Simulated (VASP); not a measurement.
OSZICAR of a VASP run on Pd:

OSZICAR:
```
...
DAV:  25    -0.670741699743E+02   -0.26513E-04   -0.41019E-06  1992   0.883E-03    0.449E-03
DAV:  26    -0.670742217552E+02   -0.51781E-04   -0.57223E-06  1864   0.116E-02    0.909E-03
DAV:  27    -0.670742408795E+02   -0.19124E-04   -0.11311E-06  1904   0.423E-03    0.691E-03
DAV:  28    -0.670742484705E+02   -0.75910E-05   -0.39944E-07  1800   0.226E-03
   1 F= -.67074248E+02 E0= -.67073230E+02  d E =-.670742E+02
       N       E                     dE             d eps       ncg     rms          rms(c)
DAV:   1    -0.671212443762E+02   -0.47003E-01   -0.26683E+01  3024   0.162E+01    0.877E-01
DAV:   2    -0.672460907659E+02   -0.12485E+00   -0.82456E-01  3200   0.454E+00    0.336E+00
DAV:   3    -0.671575499025E+02    0.88541E-01   -0.37729E-01  3280   0.362E+00    0.880E-01
DAV:   4    -0.671528004747E+02    0.47494E-02   -0.63290E-02  3264   0.160E+00    0.703E-01
DAV:   5    -0.671501818292E+02    0.26186E-02   -0.94795E-03  3344   0.619E-01    0.415E-01
DAV:   6    -0.671497569145E+02    0.42491E-03   -0.70840E-03  3304   0.613E-01    0.333E-01
DAV:   7    -0.671491203744E+02    0.63654E-03   -0.48739E-03  3240   0.426E-01    0.100E-01
DAV:   8    -0.671490177614E+02    0.10261E-03   -0.63654E-04  3176   0.169E-01    0.729E-02
DAV:   9    -0.671489781300E+02    0.39631E-04   -0.15924E-04  3232   0.812E-02    0.522E-02
DAV:  10    -0.671489621191E+02    0.16011E-04   -0.82865E-05  3200   0.400E-02    0.335E-02
DAV:  11    -0.671489605438E+02    0.15753E-05   -0.20561E-05  1824   0.293E-02
   2 F= -.67148961E+02 E0= -.67148405E+02  d E =-.747121E-01
       N       E                     dE             d eps       ncg     rms          rms(c)
DAV:   1    -0.671427127584E+02    0.62494E-02   -0.44726E+01  3024   0.211E+01    0.117E+00
DAV:   2    -0.673370050444E+02   -0.19429E+00   -0.13341E+00  3224   0.583E+00    0.416E+00
DAV:   3    -0.672044616077E+02    0.13254E+00   -0.59334E-01  3264   0.458E+00    0.116E+00
DAV:   4    -0.671967457876E+02    0.77158E-02   -0.11155E-01  3248   0.214E+00    0.983E-01
DAV:   5    -0.671917567322E+02    0.49891E-02   -0.18061E-02  3352   0.833E-01    0.568E-01
DAV:   6    -0.671909821902E+02    0.77454E-03   -0.13532E-02  3264   0.855E-01    0.450E-01
DAV:   7    -0.671898147535E+02    0.11674E-02   -0.82296E-03  3248   0.567E-01    0.129E-01
DAV:   8    -0.671896415485E+02    0.17321E-03   -0.10404E-03  3200   0.215E-01    0.949E-02
DAV:   9    -0.671895851404E+02    0.56408E-04   -0.23416E-04  3312   0.101E-01    0.742E-02
DAV:  10    -0.671895528133E+02    0.32327E-04   -0.15649E-04  3184   0.554E-02    0.438E-02
DAV:  11    -0.671895532378E+02   -0.42450E-06   -0.36948E-05  1936   0.391E-02
   3 F= -.67189553E+02 E0= -.67189676E+02  d E =-.115305E+00
       N       E                     dE             d eps       ncg     rms          rms(c)
DAV:   1    -0.671894884331E+02    0.64380E-04   -0.38260E-01  3024   0.195E+00    0.105E-01
DAV:   2    -0.671906833435E+02   -0.11949E-02   -0.84265E-03  3184   0.472E-01    0.314E-01
DAV:   3    -0.671899997112E+02    0.68363E-03   -0.34363E-03  3224   0.345E-01    0.102E-01
DAV:   4    -0.671899730930E+02    0.26618E-04   -0.10049E-03  3224   0.194E-01    0.105E-01
DAV:   5    -0.671899196290E+02    0.53464E-04   -0.18284E-04  3208   0.876E-02    0.547E-02
DAV:   6    -0.671899274788E+02   -0.78498E-05   -0.16203E-04  3176   0.895E-02    0.464E-02
DAV:   7    -0.671899162721E+02    0.11207E-04   -0.83444E-05  2728   0.661E-02    0.123E-02
DAV:   8    -0.671899166163E+02   -0.34425E-06   -0.99596E-06  1832   0.188E-02
   4 F= -.67189917E+02 E0= -.67190084E+02  d E =-.115668E+00
       N       E                     dE             d eps       ncg     rms          rms(c)
DAV:   1    -0.671959932003E+02   -0.60769E-02   -0.88165E+00  3024   0.966E+00    0.288E-01
DAV:   2    -0.672110736936E+02   -0.15080E-01   -0.13375E-01  3200   0.175E+00    0.741E-01
DAV:   3    -0.672078349505E+02    0.32387E-02   -0.34639E-02  3232   0.110E+00    0.465E-01
DAV:   4    -0.672062501642E+02    0.15848E-02   -0.79032E-03  3248   0.508E-01    0.174E-01
DAV:   5    -0.672059838129E+02    0.26635E-03   -0.56171E-04  3280   0.158E-01    0.132E-01
DAV:   6    -0.672058935686E+02    0.90244E-04   -0.16248E-03  3208   0.235E-01    0.154E-01
DAV:   7    -0.672056826778E+02    0.21089E-03   -0.12318E-03  3192   0.228E-01    0.497E-02
DAV:   8    -0.672056639109E+02    0.18767E-04   -0.15140E-04  3224   0.760E-02    0.285E-02
DAV:   9    -0.672056586383E+02    0.52726E-05   -0.18011E-05  1720   0.293E-02
   5 F= -.67205659E+02 E0= -.67205794E+02  d E =-.157420E-01
       N       E                     dE             d eps       ncg     rms          rms(c)
DAV:   1    -0.672013488385E+02    0.43151E-02   -0.87830E+00  3024   0.964E+00    0.291E-01
DAV:   2    -0.672165413241E+02   -0.15192E-01   -0.13419E-01  3200   0.175E+00    0.748E-01
DAV:   3    -0.672132005357E+02    0.33408E-02   -0.35836E-02  3232   0.111E+00    0.464E-01
DAV:   4    -0.672116265103E+02    0.15740E-02   -0.77102E-03  3272   0.502E-01    0.172E-01
DAV:   5    -0.672113633467E+02    0.26316E-03   -0.56367E-04  3240   0.161E-01    0.130E-01
DAV:   6    -0.672112813202E+02    0.82026E-04   -0.16209E-03  3240   0.233E-01    0.152E-01
DAV:   7    -0.672110750225E+02    0.20630E-03   -0.12220E-03  3184   0.226E-01    0.471E-02
DAV:   8    -0.672110575606E+02    0.17462E-04   -0.13929E-04  3256   0.726E-02    0.272E-02
DAV:   9    -0.672110525901E+02    0.49705E-05   -0.16329E-05  1696   0.277E-02
   6 F= -.67211053E+02 E0= -.67211093E+02  d E =-.211360E-01
       N       E                     dE             d eps       ncg     rms          rms(c)
DAV:   1    -0.672112619431E+02   -0.20438E-03   -0.22153E+00  3024   0.480E+00    0.185E-01
DAV:   2    -0.672157060818E+02   -0.44441E-02   -0.38026E-02  3168   0.905E-01    0.470E-01
DAV:   3    -0.672143694364E+02    0.13366E-02   -0.15007E-02  3232   0.702E-01    0.290E-01
DAV:   4    -0.672138859761E+02    0.48346E-03   -0.19757E-03  3248   0.258E-01    0.115E-01
DAV:   5    -0.672137927083E+02    0.93268E-04   -0.43856E-04  3240   0.161E-01    0.946E-02
DAV:   6    -0.672137806003E+02    0.12108E-04   -0.59257E-04  3184   0.144E-01    0.736E-02
DAV:   7    -0.672137321702E+02    0.48430E-04   -0.25191E-04  3088   0.117E-01    0.224E-02
DAV:   8    -0.672137288621E+02    0.33081E-05   -0.31944E-05  1832   0.315E-02
   7 F= -.67213729E+02 E0= -.67213839E+02  d E =-.267627E-02
       N       E                     dE             d eps       ncg     rms          rms(c)
DAV:   1    -0.672135484731E+02    0.18370E-03   -0.32886E-01  3024   0.185E+00    0.756E-02
DAV:   2    -0.672143168148E+02   -0.76834E-03   -0.61969E-03  3176   0.369E-01    0.216E-01
DAV:   3    -0.672140058736E+02    0.31094E-03   -0.28515E-03  3248   0.303E-01    0.111E-01
DAV:   4    -0.672139421641E+02    0.63710E-04   -0.28815E-04  3176   0.988E-02    0.492E-02
DAV:   5    -0.672139266940E+02    0.15470E-04   -0.74886E-05  2600   0.640E-02    0.381E-02
DAV:   6    -0.672139255047E+02    0.11893E-05   -0.92083E-05  2904   0.551E-02
   8 F= -.67213926E+02 E0= -.67214071E+02  d E =-.287291E-02
       N       E                     dE             d eps       ncg     rms          rms(c)
DAV:   1    -0.672139573461E+02   -0.30652E-04   -0.86587E-01  3024   0.302E+00    0.126E-01
DAV:   2    -0.672160326888E+02   -0.20753E-02   -0.15924E-02  3128   0.592E-01    0.357E-01
DAV:   3    -0.672151427473E+02    0.88994E-03   -0.76880E-03  3240   0.493E-01    0.175E-01
DAV:   4    -0.672149966847E+02    0.14606E-03   -0.50741E-04  3184   0.130E-01    0.928E-02
DAV:   5    -0.672149506586E+02    0.46026E-04   -0.22806E-04  3216   0.119E-01    0.708E-02
DAV:   6    -0.672149279833E+02    0.22675E-04   -0.32635E-04  3208   0.960E-02    0.405E-02
DAV:   7    -0.672149182739E+02    0.97095E-05   -0.52576E-05  2440   0.535E-02
   9 F= -.67214918E+02 E0= -.67215099E+02  d E =-.992769E-03
       N       E                     dE             d eps       ncg     rms          rms(c)
DAV:   1    -0.672138583070E+02    0.10697E-02   -0.13321E+00  3024   0.374E+00    0.165E-01
DAV:   2    -0.672177410918E+02   -0.38828E-02   -0.27758E-02  3128   0.796E-01    0.530E-01
DAV:   3    -0.672156600089E+02    0.20811E-02   -0.15108E-02  3232   0.694E-01    0.213E-01
DAV:   4    -0.672154718437E+02    0.18817E-03   -0.81847E-04  3184   0.166E-01    0.122E-01
DAV:   5    -0.672153876350E+02    0.84209E-04   -0.36815E-04  3208   0.151E-01    0.889E-02
DAV:   6    -0.672153521732E+02    0.35462E-04   -0.50827E-04  3216   0.119E-01    0.514E-02
DAV:   7    -0.672153367951E+02    0.15378E-04   -0.84455E-05  3064   0.678E-02    0.279E-02
DAV:   8    -0.672153319443E+02    0.48508E-05   -0.25764E-05  1728   0.297E-02
  10 F= -.67215332E+02 E0= -.67215558E+02  d E =-.140644E-02
       N       E                     dE             d eps       ncg     rms          rms(c)
DAV:   1    -0.672149213485E+02    0.41545E-03   -0.10428E+00  3024   0.329E+00    0.148E-01
DAV:   2    -0.672188477112E+02   -0.39264E-02   -0.25933E-02  3144   0.781E-01    0.581E-01
DAV:   3    -0.672162259218E+02    0.26218E-02   -0.14091E-02  3240   0.673E-01    0.143E-01
DAV:   4    -0.672161540635E+02    0.71858E-04   -0.69732E-04  3200   0.157E-01    0.941E-02
DAV:   5    -0.672160892065E+02    0.64857E-04   -0.22377E-04  3168   0.117E-01    0.602E-02
DAV:   6    -0.672160812426E+02    0.79638E-05   -0.34580E-04  3192   0.921E-02    0.515E-02
DAV:   7    -0.672160668313E+02    0.14411E-04   -0.76194E-05  2896   0.647E-02    0.295E-02
DAV:   8    -0.672160605420E+02    0.62893E-05   -0.26909E-05  1744   0.311E-02
  11 F= -.67216061E+02 E0= -.67216310E+02  d E =-.728598E-03
```

Question: Which electronic solver shows in the log?

Answer: It is blocked Davidson (ALGO = Normal, or the opening steps of other solvers). The INCAR had ALGO = Normal.

Question: Can the final energy be trusted as converged?

Answer: The calculation finished and met its thresholds. It stopped with EDIFF = 1E-5, NELM = 100, NSW = 50 and EDIFFG = -0.03 after 11 ionic steps (PBEsol GGA, plane waves, VASP's PBE PAW potentials (set 64)).

The cell is a thin slab with vacuum, built from Pd (fcc): (210) face.
